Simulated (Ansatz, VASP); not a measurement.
# Si9Ge55 (Si0.14Ge0.86, diamond-type random alloy): VASP beside Ansatz

Aim: how closely do two programs agree when they are given the same cell, functional and k mesh? The cell is invented: As first built, before any earlier steps moved the atoms (in the runner's words): 2x2x2 conventional cells of the Ge type (64 atoms: 9 Si, 55 Ge); Ge/Si share their sites, the best of 600 random draws by like-pair counts in two shells; start lattice by linear mixing of the end members' cells; atoms moved at random by 0.02 A. It may not be a known or stable phase. The cell is taken from a series of runs on this material, whose earlier steps may have relaxed, scaled, displaced or heated it; both programs get it as it stands.

Main program and level: Ansatz 0.2.0; plane waves, with VASP 6.6.1 beside it; single point at PBE.

## Step 1: The structure

The cell holds 64 atoms: 9 Si and 55 Ge. Its edges and angles: a = 11.422 Å, b = 11.423 Å, c = 11.422 Å, α = 90.0°, β = 90.0°, γ = 90.0°. It derives from Ge (Ge type, space group 227), repeated 2×2×2. As first built, before any earlier steps moved the atoms (in the runner's words): 2x2x2 conventional cells of the Ge type (64 atoms: 9 Si, 55 Ge); Ge/Si share their sites, the best of 600 random draws by like-pair counts in two shells; start lattice by linear mixing of the end members' cells; atoms moved at random by 0.02 A.

## Step 2: Ansatz: single point, PBE

Ansatz runs on its default PAW (the set named soft_2) files.

With cell and atoms fixed, the geometry can't cause a difference; cores, projectors, grids and the points listed under the comparison can.

input.yaml

```yaml
crystal:
  lattice:
    - [11.42213, -0.00039, -0.001]
    - [-0.00039, 11.42327, -0.00026]
    - [-0.001, -0.00026, 11.42249]
  atoms:
    - { symbol: Si, position: [0.37534, 0.87477, 0.37483] }
    - { symbol: Si, position: [0.99881, 0.50049, 0.75001] }
    - { symbol: Si, position: [0.37555, 0.87369, 0.87492] }
    - { symbol: Si, position: [0.50099, 0.25163, 0.99953] }
    - { symbol: Si, position: [0.74879, 0.50422, 0.9984] }
    - { symbol: Si, position: [0.8711, 0.62263, 0.12143] }
    - { symbol: Si, position: [0.50397, 0.50213, 0.7529] }
    - { symbol: Si, position: [0.62497, 0.62141, 0.87547] }
    - { symbol: Si, position: [0.74954, 0.5005, 0.50122] }
    - { symbol: Ge, position: [0.00024, 0.00011, 0.2495] }
    - { symbol: Ge, position: [0.12421, 0.37593, 0.12487] }
    - { symbol: Ge, position: [0.99926, 0.25156, 0.99914] }
    - { symbol: Ge, position: [0.12552, 0.1252, 0.37486] }
    - { symbol: Ge, position: [0.25296, 0.99774, 0.99755] }
    - { symbol: Ge, position: [0.37486, 0.37523, 0.37501] }
    - { symbol: Ge, position: [0.25024, 0.25022, 0.24884] }
    - { symbol: Ge, position: [0.37765, 0.12684, 0.12216] }
    - { symbol: Ge, position: [0.99991, 0.99945, 0.74989] }
    - { symbol: Ge, position: [0.12259, 0.37757, 0.62801] }
    - { symbol: Ge, position: [0.99948, 0.25164, 0.50025] }
    - { symbol: Ge, position: [0.1257, 0.1251, 0.87493] }
    - { symbol: Ge, position: [0.2523, 0.99791, 0.49758] }
    - { symbol: Ge, position: [0.38059, 0.37591, 0.87466] }
    - { symbol: Ge, position: [0.25094, 0.25152, 0.75028] }
    - { symbol: Ge, position: [0.37491, 0.12455, 0.625] }
    - { symbol: Ge, position: [0.99601, 0.50274, 0.24715] }
    - { symbol: Ge, position: [0.1255, 0.87409, 0.12442] }
    - { symbol: Ge, position: [0.9971, 0.74645, 0.00171] }
    - { symbol: Ge, position: [0.1248, 0.62579, 0.37423] }
    - { symbol: Ge, position: [0.25054, 0.49986, 0.99895] }
    - { symbol: Ge, position: [0.25246, 0.75236, 0.25181] }
    - { symbol: Ge, position: [0.37555, 0.62639, 0.12426] }
    - { symbol: Ge, position: [0.12631, 0.87437, 0.62486] }
    - { symbol: Ge, position: [0.99931, 0.74878, 0.50118] }
    - { symbol: Ge, position: [0.12259, 0.62319, 0.87293] }
    - { symbol: Ge, position: [0.24993, 0.50064, 0.5017] }
    - { symbol: Ge, position: [0.25191, 0.751, 0.75255] }
    - { symbol: Ge, position: [0.37839, 0.62392, 0.62864] }
    - { symbol: Ge, position: [0.49799, 0.99788, 0.2511] }
    - { symbol: Ge, position: [0.62576, 0.37654, 0.11935] }
    - { symbol: Ge, position: [0.62415, 0.12512, 0.37494] }
    - { symbol: Ge, position: [0.7488, 0.00072, 0.00025] }
    - { symbol: Ge, position: [0.87173, 0.37816, 0.37655] }
    - { symbol: Ge, position: [0.74873, 0.25156, 0.24899] }
    - { symbol: Ge, position: [0.8748, 0.12589, 0.12492] }
    - { symbol: Ge, position: [0.49757, 0.99845, 0.75289] }
    - { symbol: Ge, position: [0.62506, 0.38054, 0.62573] }
    - { symbol: Ge, position: [0.5006, 0.25154, 0.50138] }
    - { symbol: Ge, position: [0.62227, 0.12758, 0.87694] }
    - { symbol: Ge, position: [0.74953, 0.99941, 0.50028] }
    - { symbol: Ge, position: [0.87426, 0.38107, 0.87541] }
    - { symbol: Ge, position: [0.74899, 0.2528, 0.75092] }
    - { symbol: Ge, position: [0.87421, 0.12585, 0.62559] }
    - { symbol: Ge, position: [0.50115, 0.49984, 0.24895] }
    - { symbol: Ge, position: [0.62417, 0.87312, 0.12424] }
    - { symbol: Ge, position: [0.50054, 0.74872, 0.9947] }
    - { symbol: Ge, position: [0.62747, 0.62317, 0.37658] }
    - { symbol: Ge, position: [0.87488, 0.87365, 0.37412] }
    - { symbol: Ge, position: [0.75166, 0.74638, 0.2471] }
    - { symbol: Ge, position: [0.62389, 0.87408, 0.62626] }
    - { symbol: Ge, position: [0.49867, 0.75106, 0.49805] }
    - { symbol: Ge, position: [0.87345, 0.87346, 0.87518] }
    - { symbol: Ge, position: [0.74722, 0.74527, 0.75179] }
    - { symbol: Ge, position: [0.87427, 0.62059, 0.62552] }
kpoints:
  mp_grid: { grid: [3, 3, 3] }
hamiltonian:
  xc: pbe
scf:
  occupations: { method: fermi_dirac, width: 0.01 }
output:
  forces: true
  stress: true
  eigenvalues: true
```

The run is started by

```console
$ ansatz run input.yaml --threads 32 --pin off --max-ram 143360MiB --backend cuda --events-out ev --progress --plain --runs-dir out
```

The log of the run:

```text
Engine: ansatz 0.2.0, aarch64-unknown-linux-gnu
Pseudopotentials: kind: paw
Pseudopotential: Si, paw, valence charge 4, recommended cutoff 420 eV (normal), Si.paw.azcp
Pseudopotential: Ge, paw, valence charge 14, recommended cutoff 420 eV (normal), Ge.paw.azcp
device memory: the entry about to start is reckoned to put 74.3 GiB on a device that reports 182.5 GiB free
GPU FFT provider: cuFFT
GPU libraries: cuBLAS 13.8.1, cuFFT 12.4.0, cuSOLVER 12.3.2
GPU matrix products: emulated (plane waves: as basis.precision tells), large ones in fixed point in workspaces of 1.00 GiB
Crystal: 64 atoms, lattice volume = 1490.384 Å³
Basis set: ecut = 420 eV, 29039 PW (Γ), exchange–correlation on 160×160×160 points (8 copies of the dense FFT grid, shifted against one another)
Bands: 484, of which v1, the nominal top of the filled ones, is band 403 counted from 1 (402 counted from 0)
k-points: 14 of 27 (time reversal used)
GPU buffer pool allocated for 512000 grid points (all kernels)
GPU transforms: local potential and band sums: pruned to the plane-wave sphere, on 80×80×80
automatic band count: iteration 3 solves 467 bands in place of 484: the levels show a gap, and the empty bands left out lie too high to hold charge; the band table lists the bands solved (type scf.n_extra_bands for more)
SCF converged after 9 iterations
Free energy (F): -241945.804063 eV
Internal energy: -241945.803326 eV  (E = F + TS)
E sigma→0 (E₀):  -241945.803694 eV
Entropy (-TS):   -0.000737 eV (-0.012 meV/atom)
Fermi energy:    7.741173 eV
--- Forces (eV/Å), atoms counted from 1 ---
  max |Σ_I F_I| component: 3.61e-6 eV/Å
--- Stress (GPa, compression-positive) ---
        0.045375       0.000979       0.000888
        0.000979       0.042652       0.000354
        0.000888       0.000354       0.046523
  P = ⅓ Tr σ = 0.0448 GPa (0.448 kbar)
--- Band table (eV; the first three rows and the last of 14) ---
```

The run ends at a pressure of 0.04 GPa, with forces up to 0.0039 eV/Å.

## Step 3: VASP: single point, PBE

The same cell, functional, mesh and smearing now go to VASP, with its own data sets.

Lines of VASP's logs that name or quote its potential files are left out, and so is its time.

INCAR

```
SYSTEM = Si9Ge55
PREC = Accurate
ENCUT = 410
EDIFF = 1E-06
NELM = 120
ISMEAR = -1
SIGMA = 0.01
LREAL = Auto
ALGO = Normal
GGA = PE
NBANDS = 467
LORBIT = 11
LWAVE = .FALSE.
LCHARG = .FALSE.
ISIF = 2
LASPH = .TRUE.
GGA_COMPAT = .FALSE.
```

POSCAR

```
Si9Ge55
1.0
   11.4221300000     -0.0003900000     -0.0010000000
   -0.0003900000     11.4232700000     -0.0002600000
   -0.0010000000     -0.0002600000     11.4224900000
Si Ge
9 55
Direct
    0.3753400000      0.8747700000      0.3748300000
    0.9988100000      0.5004900000      0.7500100000
    0.3755500000      0.8736900000      0.8749200000
    0.5009900000      0.2516300000      0.9995300000
    0.7487900000      0.5042200000      0.9984000000
    0.8711000000      0.6226300000      0.1214300000
    0.5039700000      0.5021300000      0.7529000000
    0.6249700000      0.6214100000      0.8754700000
    0.7495400000      0.5005000000      0.5012200000
    0.0002400000      0.0001100000      0.2495000000
    0.1242100000      0.3759300000      0.1248700000
    0.9992600000      0.2515600000      0.9991400000
    0.1255200000      0.1252000000      0.3748600000
    0.2529600000      0.9977400000      0.9975500000
    0.3748600000      0.3752300000      0.3750100000
    0.2502400000      0.2502200000      0.2488400000
    0.3776500000      0.1268400000      0.1221600000
    0.9999100000      0.9994500000      0.7498900000
    0.1225900000      0.3775700000      0.6280100000
    0.9994800000      0.2516400000      0.5002500000
    0.1257000000      0.1251000000      0.8749300000
    0.2523000000      0.9979100000      0.4975800000
    0.3805900000      0.3759100000      0.8746600000
    0.2509400000      0.2515200000      0.7502800000
    0.3749100000      0.1245500000      0.6250000000
    0.9960100000      0.5027400000      0.2471500000
    0.1255000000      0.8740900000      0.1244200000
    0.9971000000      0.7464500000      0.0017100000
    0.1248000000      0.6257900000      0.3742300000
    0.2505400000      0.4998600000      0.9989500000
    0.2524600000      0.7523600000      0.2518100000
    0.3755500000      0.6263900000      0.1242600000
    0.1263100000      0.8743700000      0.6248600000
    0.9993100000      0.7487800000      0.5011800000
    0.1225900000      0.6231900000      0.8729300000
    0.2499300000      0.5006400000      0.5017000000
    0.2519100000      0.7510000000      0.7525500000
    0.3783900000      0.6239200000      0.6286400000
    0.4979900000      0.9978800000      0.2511000000
    0.6257600000      0.3765400000      0.1193500000
    0.6241500000      0.1251200000      0.3749400000
    0.7488000000      0.0007200000      0.0002500000
    0.8717300000      0.3781600000      0.3765500000
    0.7487300000      0.2515600000      0.2489900000
    0.8748000000      0.1258900000      0.1249200000
    0.4975700000      0.9984500000      0.7528900000
    0.6250600000      0.3805400000      0.6257300000
    0.5006000000      0.2515400000      0.5013800000
    0.6222700000      0.1275800000      0.8769400000
    0.7495300000      0.9994100000      0.5002800000
    0.8742600000      0.3810700000      0.8754100000
    0.7489900000      0.2528000000      0.7509200000
    0.8742100000      0.1258500000      0.6255900000
    0.5011500000      0.4998400000      0.2489500000
    0.6241700000      0.8731200000      0.1242400000
    0.5005400000      0.7487200000      0.9947000000
    0.6274700000      0.6231700000      0.3765800000
    0.8748800000      0.8736500000      0.3741200000
    0.7516600000      0.7463800000      0.2471000000
    0.6238900000      0.8740800000      0.6262600000
    0.4986700000      0.7510600000      0.4980500000
    0.8734500000      0.8734600000      0.8751800000
    0.7472200000      0.7452700000      0.7517900000
    0.8742700000      0.6205900000      0.6255200000
```

KPOINTS

```
Automatic mesh
0
Gamma
3 3 3
0 0 0
```

The projector-augmented-wave data sets are Si and Ge_d (PBE family, release 64).

The run is started by

```console
$ export OMP_NUM_THREADS=3
$ mpirun -np 1 vasp_std
```

The log of the run:

```text
[banner, memory and clock lines left out]
running    1 mpi-ranks, on    1 nodes
[...]
Offloading initialized ...    1 GPUs detected
[...]
LDA part: xc-table for (Slater+PW92), standard interpolation
 POSCAR, INCAR and KPOINTS ok, starting setup
[...]
entering main loop
       N       E                     dE             d eps       ncg     rms          rms(c)
DAV:   1     0.135915900744E+05    0.13592E+05   -0.26886E+05 13660   0.400E+03
DAV:   2     0.280208221513E+04   -0.10790E+05   -0.10524E+05 13076   0.960E+02
DAV:   3     0.150344107398E+03   -0.26517E+04   -0.25065E+04 13596   0.277E+02
DAV:   4    -0.270246979960E+03   -0.42059E+03   -0.40099E+03 14872   0.110E+02
[...]
DAV:  15    -0.296762539097E+03   -0.14483E-04   -0.12077E-04 13888   0.424E-02    0.563E-03
DAV:  16    -0.296762540834E+03   -0.17365E-05   -0.23598E-05 11768   0.312E-02    0.419E-03
DAV:  17    -0.296762540681E+03    0.15274E-06   -0.11137E-06  7712   0.355E-02
   1 F= -.29676254E+03 E0= -.29676221E+03  d E =-.653553E-03
```

From OUTCAR (step 3):

```text
  Total       -2.3759799     -2.3984838     -2.3718628      0.0126721      0.0047638      0.0187175
  in kB       -2.5542007     -2.5783926     -2.5497748      0.0136226      0.0051212      0.0201215
  external PRESSURE =      -2.5607894 kB  Pullay stress =       0.0000000 kB

 POSITION                                       TOTAL-FORCE (eV/Angst)
 -----------------------------------------------------------------------------------
      4.28647      9.99249      4.28089        -0.003329      0.001492      0.000662
     11.40759      5.71665      8.56585         0.004282     -0.002182     -0.001745
      4.28837      9.98002      9.99316        -0.001728      0.003762      0.000997
      5.72128      2.87398     11.41656        -0.000008     -0.002661      0.000504
      8.55158      5.75929     11.40333         0.001860      0.000215      0.000181
      9.94945      7.11210      1.38600        -0.000935      0.000279      0.001000
      5.75546      5.73557      8.59936         0.001450      0.000014     -0.000697
      7.13737      7.09806      9.99926        -0.000574      0.003856     -0.001191
      8.56065      5.71692      5.72430         0.001717     -0.002312     -0.002664
      0.00249      0.00119      2.84991         0.000721      0.000660     -0.002710
      1.41847      4.29427      1.42610        -0.000729     -0.000113     -0.000636
     11.41258      2.87299     11.41160        -0.000245      0.001434     -0.000365
      1.43328      1.43005      4.28168         0.001581     -0.001367      0.000128
      2.88796     11.39710     11.39399         0.002588     -0.003986     -0.002987
[...]
-----------------------------------------------------------------------------------
    total drift:                               -0.007303      0.010235      0.000097

  FREE ENERGIE OF THE ION-ELECTRON SYSTEM (eV)
  ---------------------------------------------------
  free  energy   TOTEN  =      -296.7625406810 eV

  energy  without entropy=     -296.7618871284  energy(sigma->0) =     -296.76221390

[... 2 further parts left out ...]
```

The run ends at a pressure of -0.26 GPa, with forces up to 0.0079 eV/Å.

## Step 4: Comparison

Known differences besides the potentials themselves: the cutoff is 420 eV in Ansatz and 410 eV in VASP (PREC = Accurate, projectors in real space). Total energies have different zeros and are not compared.

Both answers:

| quantity | Ansatz | VASP | difference |
| --- | --- | --- | --- |
| gap on the k mesh (eV) | 0.044 | 0.048 | -0.004 |

At this near-relaxed geometry the largest component of a force difference is 4 meV/Å. A gap on the mesh is an upper bound, since the band edges may lie between its points.

## Step 5: Results

| Quantity | Value |
| --- | --- |
| difference in gap on the k mesh (single point, PBE) | -0.0037 eV |

The difference in gap on the k mesh is -0.0037 eV (single point, PBE), within the 0.08 eV picked in this series as the mark of a large difference. How closely two codes agree says nothing of how well the functional describes the real material.

[Lines on the potential files, build, host, timing and source positions are cut from VASP's logs without a mark.]

[Logs are printed without paths, hosts, clocks, repeated set-up lines and the standing remarks that a program may print on its own settings, such as how far it seeks lower states.]

[Hosts, paths, dates, database ids (printed as entryN), source tags and the programs' standing remarks are cut or masked in the printed files.]
